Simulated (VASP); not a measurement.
Consider the following.

```
Pt3Ti
1.0
    3.96565     0.00000     0.00000
    0.00000     3.96565     0.00000
    0.00000     0.00000     3.96565
Ti Pt
1 3
Cartesian
  0.00000   0.00000   0.00000
  0.00000   1.98283   1.98283
  1.98283   0.00000   1.98283
  1.98283   1.98283   0.00000
```

The numbers are results of optB86b-vdW, VASP's PBE PAW potentials (set 64) (plane waves; VASP), not measurements. Numerical set-up: 520 eV cut-off, 8×8×8 Γ-centred mesh, first-order Methfessel-Paxton smearing of 0.10 eV, potentials Ti_sv Pt.

Give the stress tensor in GPa (positive for a compressed cell).

```
-6.91   0.00   0.00
 0.00  -6.91   0.00
 0.00   0.00  -6.91
```
The pressure is its mean diagonal, -6.91 GPa.

The compound is Pt3Ti in the L1_2 structure. This cell is one point of a volume scan, at 1.03 of the reference volume.
